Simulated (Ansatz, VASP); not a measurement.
# ZrS in two plane-wave programs, part 2 of 2

Wanted: the spread between two codes on one cell, functional and k mesh. The cell is taken from a series of runs on this material, whose earlier steps may have relaxed, scaled, displaced or heated it; both programs get it as it stands.

VASP 6.6.1 and Ansatz 0.2.0.

So far: Set-up; VASP: relaxation of cell and atoms, PBEsol; Ansatz: relaxation of cell and atoms, PBEsol; Side by side.

## 5. VASP: zone-centre phonons, LDA

Level of this step: LDA; plane waves and PAW (Zr_sv, S) (VASP).

Second derivatives magnify differences that forces hide, and they need a tight electronic threshold.

File INCAR:

```
SYSTEM = ZrS
PREC = Accurate
ENCUT = 500
EDIFF = 1E-08
NELM = 120
ISMEAR = 1
SIGMA = 0.15
LREAL = .FALSE.
ALGO = Normal
GGA = CA
NBANDS = 15
LASPH = .TRUE.
LORBIT = 11
LWAVE = .FALSE.
LCHARG = .FALSE.
ISIF = 2
IBRION = 8
GGA_COMPAT = .FALSE.
KPAR = 2
```

File POSCAR:

```
ZrS
1.0
    0.0000000000      2.5661097417      2.5661097417
    2.5661097417      0.0000000000      2.5661097417
    2.5661097417      2.5661097417      0.0000000000
Zr S
1 1
Direct
    0.0000000000      0.0000000000      0.0000000000
    0.5000000000      0.5000000000      0.5000000000
```

File KPOINTS:

```
Automatic mesh
0
Gamma
12 12 12
0 0 0
```

PAW data sets: Zr_sv and S (LDA family, release 64).

Command:

```
mpirun -np 2 vasp_std
```

Numbers of over 12 decimals in the logs are rounded to 6 here.

The log of the run:

```text
[banner, memory and clock lines left out]
running    2 mpi-ranks, on    1 nodes
[...]
LDA part: xc-table for (Slater(with rela. corr.)+CA(PZ))
 , standard interpolation
 POSCAR, INCAR and KPOINTS ok, starting setup
[...]
entering main loop
       N       E                     dE             d eps       ncg     rms          rms(c)
DAV:   1     0.120107697097E+03    0.12011E+03   -0.95988E+03  2160   0.115E+03
DAV:   2    -0.127636374005E+02   -0.13287E+03   -0.12795E+03  2720   0.294E+02
DAV:   3    -0.179326396865E+02   -0.51690E+01   -0.50993E+01  3248   0.521E+01
DAV:   4    -0.180448782651E+02   -0.11224E+00   -0.11220E+00  2776   0.705E+00
[...]
DAV:  12    -0.171587922226E+02    0.85667E-06   -0.23337E-06  2713   0.132E-02    0.366E-03
DAV:  13    -0.171587921751E+02    0.47510E-07   -0.15149E-07  2664   0.314E-03    0.523E-03
DAV:  14    -0.171587921665E+02    0.86152E-08   -0.31403E-08  2559   0.143E-03
   1 F= -.17158792E+02 E0= -.17158834E+02  d E =0.126519E-03
[...]
RMM:  19    -0.646351790108E+00    0.79455E-07   -0.87284E-07 12089   0.299E-04    0.947E-05
RMM:  20    -0.646352025615E+00   -0.23551E-06   -0.87273E-07 10166   0.265E-04    0.932E-05
RMM:  21    -0.646352411893E+00   -0.38628E-06   -0.70496E-07 11552   0.242E-04    0.853E-05
 first order change of Fermi-energy   0.71465E-04
 force on displaced ion       1 direction 1 :  -6.171   0.000   0.000
 Linear response progress:
  Degree of freedom:   2/  2
       N       E                     dE             d eps       ncg     rms          rms(c)
RMM:   1    -0.116197772913E+00   -0.11620E+00   -0.93047E-02 11880   0.179E+00
RMM:   2    -0.104228139651E+00    0.11970E-01   -0.76086E-03  9357   0.476E-01    0.130E-01
RMM:   3    -0.104833573150E+00   -0.60543E-03   -0.86207E-04  9161   0.157E-01    0.566E-02
RMM:   4    -0.105429328657E+00   -0.59576E-03   -0.26113E-04  9076   0.792E-02    0.168E-02
[...]
RMM:  12    -0.105461214647E+00    0.16138E-07   -0.16658E-07 11515   0.104E-04    0.199E-05
RMM:  13    -0.105461183882E+00    0.30765E-07    0.19383E-07 11312   0.585E-05    0.907E-06
RMM:  14    -0.105461186709E+00   -0.28267E-08   -0.21363E-08 10784   0.383E-05    0.257E-06
 first order change of Fermi-energy   0.19132E-03
 force on displaced ion       2 direction 1 :  -6.165   0.000   0.000
 Linear response finished
```

Parts of OUTCAR (step 5):

```text
  Total        0.0566171      0.0566171      0.0566171      0.0000000     -0.0000000      0.0000000
  in kB        2.6841242      2.6841242      2.6841242      0.0000000     -0.0000000      0.0000000
  external PRESSURE =       2.6841242 kB  Pullay stress =       0.0000000 kB

 POSITION                                       TOTAL-FORCE (eV/Angst)
 -----------------------------------------------------------------------------------
      0.00000      0.00000      0.00000         0.000000     -0.000000      0.000000
      2.56611      2.56611      2.56611        -0.000000      0.000000     -0.000000
 -----------------------------------------------------------------------------------
    total drift:                                0.000000      0.000000      0.000000

[... 1 part as in an earlier step ...]

[... 1 further part left out ...]
```

## 6. Ansatz: zone-centre phonons, LDA

The same cell, functional (in two slightly different forms), mesh and smearing now go to Ansatz, which takes its cutoff from its data sets.

The cell is taken from a series of runs on this material, whose earlier steps may have relaxed, scaled, displaced or heated it; both programs get it as it stands.

File input.yaml:

```yaml
crystal:
  lattice:
    - [0.0, 2.5661097417, 2.5661097417]
    - [2.5661097417, 0.0, 2.5661097417]
    - [2.5661097417, 2.5661097417, 0.0]
  atoms:
    - { symbol: Zr, position: [0.0, 0.0, 0.0] }
    - { symbol: S, position: [0.5, 0.5, 0.5] }
kpoints:
  mp_grid: { grid: [12, 12, 12] }
hamiltonian:
  xc: lda
scf:
  occupations: { method: methfessel_paxton, width: 0.15 }
output:
  eigenvalues: true
phonons:
  method: dfpt
  qmesh: [2, 2, 2]
  temperatures: { t_max: 1000, t_step: 50 }
  qpath:
    path:
      - [[0.0, 0.0, 0.0], [0.5, 0.0, 0.5], [0.625, 0.25, 0.625]]
      - [[0.375, 0.375, 0.75], [0.0, 0.0, 0.0], [0.5, 0.5, 0.5], [0.5, 0.25, 0.75], [0.5, 0.0, 0.5]]
    npoints: 10
```

Command:

```
ansatz run input.yaml --threads 4 --pin off --max-ram 7168MiB --backend cpu --events-out ev --progress --plain --runs-dir out
```

The log of the run:

```text
[...]
Crystal: 2 atoms, lattice volume = 33.795 Å³
Basis set: ecut = 420 eV, 645 PW (Γ), exchange–correlation on 50×50×50 points (8 copies of the dense FFT grid, shifted against one another)
Bands: 13, of which v1, the nominal top of the filled ones, is band 9 counted from 1 (8 counted from 0)
Symmetry: 48 space group operations
k-points: 72 of 1728
[...]
largest difference from the sums on the solved wave vectors: F 2.04e-1 eV, S 2.75e-4 and C_V 7.20e-5 eV/K
  zero-point energy: 0.072568 eV/cell   skipped modes (ω ≤ 0): 216, of them read as no rigid motion or as one in doubt: 213 (6.765e-1 modes/cell left out, lowest -137.76 cm⁻¹)   left out of the sums: 1.13e-1 of the cell's modes: C_V's classical limit lies that fraction below 3 k_B per atom; for a crystal, a wire or a layer, F and S can be off by more, and a phonons.interpolated_qmesh denser along its periods is the remedy for the sampling
[key lines of the parts left out:]
SCF converged after 9 iterations
Free energy (F): -4950.188358 eV
Fermi energy:    15.432346 eV
```

## 7. Comparison

What differs besides the data sets and the points named for the pairs above, as far as they apply: the two LDA forms differ slightly; VASP's run holds the zone centre alone; VASP's log shows a relativistic correction to its local exchange, Ansatz's none. Total energies have different zeros and are not compared.

Both answers:

| quantity | Ansatz | VASP | difference |
| --- | --- | --- | --- |
| optical mode 1 to 3 (cm⁻¹) | 263.7 | 265.9 | -0.80 % |

Modes are paired by rising frequency, not by their patterns, so a pair may set unlike modes beside each other; they are those without the splitting of longitudinal modes.

## 8. Ansatz: zone-centre phonons, PBEsol

Second derivatives magnify differences that forces hide, and they need a tight electronic threshold. The cell compared in this pair holds 34.44 Å³, against 33.80 Å³ for the pair before.

The cell is taken from a series of runs on this material, whose earlier steps may have relaxed, scaled, displaced or heated it; both programs get it as it stands.

input.yaml, the sections that differ from step 6:

```yaml
crystal:
  lattice:
    - [0.0, 2.5823552593, 2.5823552593]
    - [2.5823552593, 0.0, 2.5823552593]
    - [2.5823552593, 2.5823552593, 0.0]
  atoms:
    - { symbol: Zr, position: [0.0, 0.0, 0.0] }
    - { symbol: S, position: [0.5, 0.5, 0.5] }
hamiltonian:
  xc: pbesol
# kpoints, scf, output, phonons: as in step 6
```

The log of the run:

```text
[...]
Crystal: 2 atoms, lattice volume = 34.441 Å³
Basis set: ecut = 420 eV, 645 PW (Γ), exchange–correlation on 50×50×50 points (8 copies of the dense FFT grid, shifted against one another)
Bands: 13, of which v1, the nominal top of the filled ones, is band 9 counted from 1 (8 counted from 0)
Symmetry: 48 space group operations
k-points: 72 of 1728
[...]
k-point 71: bands = [... 5 lower, 9.0135, 9.2706, 9.2706, 15.3236, 15.3236, 17.1820, 17.8656, 17.8770, ... 4 higher]
[...]
ASR residual: 1.325e-4 → 0.000e0 eV/Å²; symmetrization residual: 3.913e-6 eV/Å²
  ASR residual per site (eV/Å²): 1.32e-4 6.65e-5
  Γ frequencies (cm⁻¹): 0.00 0.00 0.00 253.35 253.35 253.35
--- Phonons (arbitrary-q DFPT): 3 irreducible q on the 2×2×2 mesh ---
[...]
interpolated dispersion: 62 rows × 6 modes
[...]
[key lines of the parts left out:]
SCF converged after 8 iterations
Free energy (F): -5016.601954 eV
Fermi energy:    15.262589 eV
```

## 9. VASP: zone-centre phonons, PBEsol

The same cell, functional, mesh and smearing now go to VASP, with its own data sets.

INCAR, as its differences from that of step 5:

```diff
@@ -9,3 +9,3 @@
 ALGO = Normal
-GGA = CA
+GGA = PS
 NBANDS = 15
```

File POSCAR:

```
ZrS
1.0
    0.0000000000      2.5823552593      2.5823552593
    2.5823552593      0.0000000000      2.5823552593
    2.5823552593      2.5823552593      0.0000000000
Zr S
1 1
Direct
    0.0000000000      0.0000000000      0.0000000000
    0.5000000000      0.5000000000      0.5000000000
```

KPOINTS is that of step 5.

PAW data sets: Zr_sv and S (PBE family, release 64).

Command:

```
mpirun -np 2 vasp_std
```

The log of the run:

```text
[banner, memory and clock lines left out]
running    2 mpi-ranks, on    1 nodes
[...]
[... a notice as in an earlier step ...]

 LDA part: xc-table for (Slater+PW92), standard interpolation
 POSCAR, INCAR and KPOINTS ok, starting setup
[...]
entering main loop
       N       E                     dE             d eps       ncg     rms          rms(c)
DAV:   1     0.120654863710E+03    0.12065E+03   -0.94928E+03  2160   0.114E+03
DAV:   2    -0.119175167733E+02   -0.13257E+03   -0.12781E+03  2741   0.291E+02
DAV:   3    -0.172864109949E+02   -0.53689E+01   -0.53231E+01  3428   0.520E+01
DAV:   4    -0.173951146138E+02   -0.10870E+00   -0.10866E+00  2613   0.668E+00
[...]
DAV:  14    -0.165088324207E+02    0.29320E-07   -0.82681E-08  2720   0.243E-03    0.856E-04
DAV:  15    -0.165088324356E+02   -0.14937E-07   -0.36445E-09  1437   0.522E-04    0.429E-04
DAV:  16    -0.165088324373E+02   -0.16355E-08   -0.64437E-10  1514   0.212E-04
   1 F= -.16508832E+02 E0= -.16508691E+02  d E =-.425028E-03
[...]
RMM:  18    -0.662660084129E+00   -0.42480E-06   -0.59934E-07 11612   0.391E-04    0.371E-05
RMM:  19    -0.662660328836E+00   -0.24471E-06   -0.36137E-07 12099   0.337E-04    0.352E-05
RMM:  20    -0.662660339411E+00   -0.10576E-07   -0.36832E-07 11406   0.291E-04    0.411E-05
 first order change of Fermi-energy   0.24969E-04
 force on displaced ion       1 direction 1 :  -5.681   0.000   0.000
 Linear response progress:
  Degree of freedom:   2/  2
       N       E                     dE             d eps       ncg     rms          rms(c)
RMM:   1    -0.116442304343E+00   -0.11644E+00   -0.90421E-02 11858   0.176E+00
RMM:   2    -0.104784723385E+00    0.11658E-01   -0.75226E-03  9346   0.472E-01    0.124E-01
RMM:   3    -0.105395636046E+00   -0.61091E-03   -0.83270E-04  9209   0.154E-01    0.544E-02
RMM:   4    -0.105988151563E+00   -0.59252E-03   -0.25176E-04  9073   0.788E-02    0.165E-02
[...]
RMM:  13    -0.106027388621E+00    0.42459E-07    0.91013E-08 11317   0.745E-05    0.156E-05
RMM:  14    -0.106027406250E+00   -0.17629E-07   -0.10670E-07 10960   0.531E-05    0.213E-06
RMM:  15    -0.106027403021E+00    0.32291E-08   -0.11162E-08  9773   0.426E-05    0.258E-06
 first order change of Fermi-energy   0.23182E-03
 force on displaced ion       2 direction 1 :  -5.677   0.000   0.000
 Linear response finished
```

Parts of OUTCAR (step 9):

```text
  Total        0.0502182      0.0502182      0.0502182      0.0000000      0.0000000      0.0000000
  in kB        2.3361135      2.3361135      2.3361135      0.0000000      0.0000000      0.0000000
  external PRESSURE =       2.3361135 kB  Pullay stress =       0.0000000 kB

 POSITION                                       TOTAL-FORCE (eV/Angst)
 -----------------------------------------------------------------------------------
      0.00000      0.00000      0.00000        -0.000000      0.000000      0.000000
      2.58236      2.58236      2.58236         0.000000      0.000000     -0.000000
 -----------------------------------------------------------------------------------
    total drift:                                0.000000      0.000000      0.000000

[... 1 part as in an earlier step ...]

[... 1 further part left out ...]
```

## 10. Side by side

Both answers:

| quantity | Ansatz | VASP | difference |
| --- | --- | --- | --- |
| optical mode 1 to 3 (cm⁻¹) | 253.3 | 255.1 | -0.69 % |

Modes are paired by rising frequency, not by their patterns, so a pair may set unlike modes beside each other; they are those without the splitting of longitudinal modes.

## 11. What came out

```
difference in volume (relaxation of cell and atoms, PBEsol)                                                          : -0.16 %
r.m.s. difference of the optical zone-centre modes, each program's sorted by frequency (zone-centre phonons, LDA)    : 2.1 cm⁻¹
difference in optical mode 1 to 3 (zone-centre phonons, LDA)                                                         : -0.8 %
r.m.s. difference of the optical zone-centre modes, each program's sorted by frequency (zone-centre phonons, PBEsol) : 1.8 cm⁻¹
difference in optical mode 1 to 3 (zone-centre phonons, PBEsol)                                                      : -0.7 %
```

What this shows: The difference in volume is -0.16 % (relaxation of cell and atoms, PBEsol), within the 1.2 % picked in this series as the mark of a large difference, as far as the stopping tolerances let one tell. Among the rows given in per cent, the largest difference of the zone-centre phonons, LDA pair is in optical mode 1 to 3, -0.8 %. Among the rows given in per cent, the largest difference of the zone-centre phonons, PBEsol pair is in optical mode 1 to 3, -0.7 %. 3 further runs of this series are not shown here. How closely two codes agree says nothing of how well the functional describes the real material.

[Lines on the potential files, build, host, timing and source positions are cut from VASP's logs without a mark.]

[Logs are printed without paths, hosts, clocks, repeated set-up lines and the standing remarks that a program may print on its own settings, such as how far it seeks lower states.]

[Hosts, paths, dates, database ids (printed as entryN), source tags and the programs' standing remarks are cut or masked in the printed files.]
